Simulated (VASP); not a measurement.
**BeTe (relaxed from the CsCl structure, space group Pm-3m): computed properties**

These are r2SCAN meta-GGA, VASP's PBE PAW potentials (set 64) (plane waves; VASP) values and carry that method's errors.

For BeTe, the space group comes out as Pm-3m (221) and the cell is a = 3.3658 Å, b = 3.3658 Å, c = 3.3658 Å, α = 90.00°, β = 90.00°, γ = 90.00°. The volume per atom comes out as 19.07 Å^3/atom and the band gap (over mesh and band path) is none (metal, semimetal or under 0.01 eV). The density is 5.95 g/cm³.

```xyz
2
Lattice="3.3658 0.0000 0.0000 0.0000 3.3658 0.0000 0.0000 0.0000 3.3658" Properties=species:S:1:pos:R:3 pbc="T T T"
Be     0.0000     0.0000     0.0000
Te     1.6829     1.6829     1.6829
```

Unless said otherwise, spin-orbit coupling is left out, though it shifts the bands of the heavy elements here.

The structure was generated: BeTe was put into the CsCl type (Pm-3m), which need not be its known phase. It was relaxed first, which changed the volume by +33 %. Symmetry was kept, so distortions that lower it aren't found.
